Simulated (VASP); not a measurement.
Data:

```
CaKF3
1.0
    4.41455     0.00000     0.00000
    0.00000     4.41455     0.00000
    0.00000     0.00000     4.41455
K Ca F
1 1 3
Direct
  0.50000   0.50000   0.50000
  0.00000   0.00000   0.00000
  0.00000   0.50000   0.00000
  0.50000   0.00000   0.00000
  0.00000   0.00000   0.50000
```

All values below come from PBEsol GGA, VASP's PBE PAW potentials (set 64) (plane waves; VASP). Run with 520 eV cut-off, 5×5×5 Γ-centred mesh, Gaussian smearing of 0.010 eV, potentials K_sv Ca_sv F.

Task: Give the electronic dielectric tensor ε∞ (DFPT, local fields included).

Result: 
```
2.07  0.00  0.00
0.00  2.07  0.00
0.00  0.00  2.07
```

Task: Give the Born effective charges.

Result: 
```
atom   Z*xx   Z*yy   Z*zz   mean
----  -----  -----  -----  -----
K1     1.19   1.19   1.19   1.19
Ca2    2.33   2.33   2.33   2.33
F3    -0.91  -1.69  -0.91  -1.17
F4    -1.69  -0.91  -0.91  -1.17
F5    -0.91  -0.91  -1.69  -1.17
```

Task: Which frequencies do the optical Γ-point modes have (no LO-TO splitting)?

Result: 50i (×3), 50 (×3), 181 (×3), 427 (×3) cm⁻¹. The imaginary modes mark an instability.

The structure comes from a computed database's KCaF3 entry (Pm-3m); how it stands against other phases isn't given here. It was relaxed first.
